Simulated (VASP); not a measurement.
Consider the following.

```xyz
1
Lattice="0.0000 1.9359 1.9359 1.9359 0.0000 1.9359 1.9359 1.9359 0.0000" Properties=species:S:1:pos:R:3 pbc="T T T"
Ir     0.0000     0.0000     0.0000
```

These are PBE GGA, VASP's PBE PAW potentials (set 64) (plane waves; VASP 6.6.1) values and carry that method's errors. Numerical set-up: 480 eV cut-off, 15×15×15 Γ-centred mesh, first-order Methfessel-Paxton smearing of 0.10 eV, potentials Ir.

Unless said otherwise, spin-orbit coupling is left out, though it shifts the bands of the heavy elements here.

Task: Predict the energy per atom (σ→0), band gap (on the k-mesh) with the smallest direct gap where there is one.

Result: 
```json
{
  "band gap (on the k-mesh)": "none (metal, semimetal or under 0.01 eV)",
  "energy per atom (σ→0)": "-8.855 eV/atom"
}
```

The compound is Ir in the fcc structure. It was relaxed first. The start is the result of an earlier pass.
